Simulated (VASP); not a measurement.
Given:

```xyz
2
Lattice="0.0000 2.5000 2.5000 2.5000 0.0000 2.5000 2.5000 2.5000 0.0000" Properties=species:S:1:pos:R:3 pbc="T T T"
Na     0.0000     0.0000     0.0000
Cl     2.5000     2.5000     2.5000
```

Method: PBEsol GGA, VASP's PBE PAW potentials (set 64) (plane waves; VASP 6.6.1). Settings: 500 eV cut-off, 9×9×9 Γ-centred mesh, Gaussian smearing of 0.050 eV, potentials Na_pv Cl.

Question: Predict the energy per atom (σ→0), pressure, band gap (on the k-mesh) with the smallest direct gap where there is one.

Answer: 
```yaml
band gap (on the k-mesh): 6.69 eV
smallest direct gap (on the k-mesh): 6.69 eV
energy per atom (σ→0): -3.210 eV/atom
pressure: 199.6 kbar
```

The absolute energy has meaning only against runs of the same code, potentials and settings.

The compound is NaCl in the rock salt structure. It was relaxed first under an external pressure of 20 GPa.
